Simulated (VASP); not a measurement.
```xyz
3
Lattice="0.0000 3.3253 3.3253 3.3253 0.0000 3.3253 3.3253 3.3253 0.0000" Properties=species:S:1:pos:R:3 pbc="T T T"
Mg     1.6627     1.6627     1.6627
Mg     4.9880     4.9880     4.9880
Sn     0.0000     0.0000     0.0000
```

These are LDA (Ceperley-Alder, Perdew-Zunger), VASP's LDA PAW potentials (set 64) (plane waves; VASP) values and carry that method's errors. Numerical set-up: 400 eV cut-off, 7×7×7 Γ-centred mesh, first-order Methfessel-Paxton smearing of 0.10 eV, potentials Mg Sn_d.

Unless said otherwise, spin-orbit coupling is left out, though it shifts the bands of the heavy elements here.

Problem. What does the run give for the energy per atom (σ→0), band gap (on the k-mesh) with the smallest direct gap where there is one?

Solution. 
```json
{
  "band gap (on the k-mesh)": "none (metal, semimetal or under 0.01 eV)",
  "energy per atom (σ→0)": "-2.975 eV/atom"
}
```

The compound is Mg2Sn in the antifluorite structure. It was relaxed first. The start is the result of an earlier pass.
